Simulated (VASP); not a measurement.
Given:

```
CELL_PARAMETERS angstrom
      3.90031     0.00000     0.00000
     -1.95015     3.37776     0.00000
      0.00000     0.00000     6.43186
ATOMIC_POSITIONS crystal
  Si 0.66667 0.33333 0.87460
  Si 0.33333 0.66667 0.37460
  Ge 0.66667 0.33333 0.50040
  Ge 0.33333 0.66667 0.00040
```

These are PBEsol GGA, VASP's PBE PAW potentials (set 64) (plane waves; VASP) values and carry that method's errors. Numerical set-up: 400 eV cut-off, 7×7×4 Γ-centred mesh, tetrahedra with Blöchl corrections, potentials Si Ge_d.

The cores are frozen, which limits the accuracy of field gradients.

Problem. Give the principal components of the electric field gradient (V/Å²) and the asymmetry η at each nucleus.

Solution. 
```csv
atom,Vxx,Vyy,Vzz,η
Si1,-2.0,-2.0,4.0,0.00
Si2,-2.0,-2.0,4.0,0.00
Ge3,-5.3,-5.3,10.5,0.00
Ge4,-5.3,-5.3,10.5,0.00
```

The structure comes from a computed database's SiGe entry (P6_3mc); how it stands against other phases isn't given here. It was relaxed first.
